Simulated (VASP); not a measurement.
Consider the following.

```xyz
1
Lattice="0.0000 2.5180 2.5180 2.5180 0.0000 2.5180 2.5180 2.5180 0.0000" Properties=species:S:1:pos:R:3 pbc="T T T"
Pb     0.0000     0.0000     0.0000
```

Calculation: AM05 GGA, VASP's PBE PAW potentials (set 64) (plane waves; VASP 6.6.1). Numerical set-up: 520 eV cut-off, 13×13×13 Γ-centred mesh, first-order Methfessel-Paxton smearing of 0.10 eV, potentials Pb_d.

### Question
Give the stress tensor in GPa (positive for a compressed cell).

### Answer

```
-2.23   0.00   0.00
 0.00  -2.23   0.00
 0.00   0.00  -2.23
```
The pressure is its mean diagonal, -2.23 GPa.

The compound is Pb in the fcc structure. This cell is one point of a volume scan, at 1.06 of the reference volume.
